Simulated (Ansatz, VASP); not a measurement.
One calculation of SiAs3, two programs

```
Si As
1.0
     5.37562    0.00000    0.00000
     0.00000    5.37562    0.00000
     0.00000    0.00000    5.37562
Si As
2 6
Direct
  0.00000 0.00000 0.00000
  0.50000 0.50000 0.50000
  0.25000 0.00000 0.50000
  0.75000 0.00000 0.50000
  0.00000 0.50000 0.25000
  0.00000 0.50000 0.75000
  0.50000 0.75000 0.00000
  0.50000 0.25000 0.00000
```

Change from the starting cell: species swapped into the Mo3Os type (Pm-3n, No. 223).

Alike in both runs: task single point; functional PBE; k mesh 4 × 4 × 4; occupations gaussian, width 0.1 eV; no spin polarisation.

|  | VASP | Ansatz |
| --- | --- | --- |
| version | VASP 6.6.1 | Ansatz 0.2.0 |
| potentials or method | VASP PAW PBE potentials, release 64 (Si, As) | scalar-relativistic, plane waves, PAW |
| plane-wave cutoff (eV) | 520 | 420 |
| valence electrons in the cell | 38 | 98 |

|  | VASP | Ansatz | Ansatz less VASP |
| --- | --- | --- | --- |
| gap on the k mesh at the Fermi level (eV) | none | none | - |
| pressure (GPa) | -2.5 | -2.6 | -0.07 |

A gap of «none» marks a metal or a gap that the smearing closes. The two sets of potentials don't hold the same shells in valence.
